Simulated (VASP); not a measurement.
An input for Quantum ESPRESSO's pw.x (written as the equivalent of a VASP run, and not itself run):

```
&CONTROL
  calculation = 'vc-relax'
  pseudo_dir = './pseudo'
  outdir = './out'
  tprnfor = .true.
  tstress = .true.
  nstep = 40
  forc_conv_thr = 0.00039
/
&SYSTEM
  ibrav = 0
  nat = 2
  ntyp = 1
  ecutwfc = 74
  occupations = 'smearing'
  smearing = 'methfessel-paxton'
  degauss = 0.00735
  input_dft = 'pbe'
/
&ELECTRONS
  conv_thr = 7.3e-09
  electron_maxstep = 100
/
&IONS
/
&CELL
  press = 100
/
ATOMIC_SPECIES
  Os 190.230 Os.upf
CELL_PARAMETERS angstrom
     1.3664371   -2.3667382    0.0000000
     1.3664371    2.3667382    0.0000000
    -0.0000000    0.0000000    4.3114365
ATOMIC_POSITIONS crystal
  Os   0.3333330  0.6666670  0.2500000
  Os   0.6666670  0.3333330  0.7500000
K_POINTS automatic
  14 14 8 0 0 0
```

### Question
Write the VASP files for the same calculation (PBE).

### Answer
Several could match; the one computed here: 
### INCAR
```
# general
SYSTEM  = Os
PREC    = Accurate
ENCUT   = 480   # plane-wave cut-off (eV)
LREAL   = F
LASPH   = T

# electronic loop
EDIFF   = 1E-7   # SCF stop (eV)
NELM    = 100   # most electronic steps
ALGO    = Normal   # blocked Davidson
LMAXMIX = 6   # l cut-off of mixed one-centre charges

# smearing
ISMEAR  = 1
SIGMA   = 0.1   # width (eV)

# functional
GGA     = PE   # PBE

# ions
IBRION  = 2   # conjugate gradients
NSW     = 40
ISIF    = 3   # ions, shape and volume
EDIFFG  = -0.01   # ionic stop
PSTRESS = 100   # kbar

# output
LWAVE   = F
LCHARG  = F
```

KPOINTS:
```
Automatic mesh
0
Gamma
  14 14 8
```

POSCAR:
```
Os
1
    1.3664371481    -2.3667381905     0.0000000000
    1.3664371481     2.3667381905     0.0000000000
   -0.0000000000     0.0000000000     4.3114365095
Os
2
Direct
  0.3333330000   0.6666670000   0.2500000000
  0.6666670000   0.3333330000   0.7500000000
```

POTCAR, in this order: Os (PBE.64 set). Program: vasp_std.

Limits of the translation: the potentials are each code's own (VASP's PAW set, PseudoDojo norm-conserving files in pw.x), so ENCUT and ecutwfc are chosen apart and not converted; conv_thr bounds pw.x's estimated SCF error, while EDIFF bounds the energy change between steps; forc_conv_thr acts on force components and is met together with etot_conv_thr.

The compound is Os in the hcp structure. It was relaxed first under an external pressure of 10 GPa.
